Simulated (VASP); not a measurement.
Data:

```yaml
crystal:
  lattice:
    - [3.86066, 0.00000, 0.00000]
    - [0.00000, 3.86066, 0.00000]
    - [0.00000, 0.00000, 3.86066]
  atoms:
    - { symbol: Sr, position: [0.00000, 0.00000, 0.00000] }
    - { symbol: Ti, position: [0.50000, 0.50000, 0.50000] }
    - { symbol: O, position: [0.50000, 0.00000, 0.50000] }
    - { symbol: O, position: [0.00000, 0.50000, 0.50000] }
    - { symbol: O, position: [0.50000, 0.50000, 0.00000] }
```

Method: PBE GGA, VASP's PBE PAW potentials (set 64) (plane waves; VASP 6.6.1). Run with 520 eV cut-off, 7×7×7 Γ-centred mesh, Gaussian smearing of 0.050 eV, potentials Sr_sv Ti_sv O.

Problem. Give the stress tensor in GPa (positive for a compressed cell).

Solution. 
```
12.02   0.00   0.00
 0.00  12.02   0.00
 0.00   0.00  12.02
```
The pressure is its mean diagonal, 12.02 GPa.

The compound is SrTiO3 in the cubic perovskite structure, the ideal cubic form; the compound distorts at low or room temperature. This cell is one point of a volume scan, at 0.94 of the reference volume.
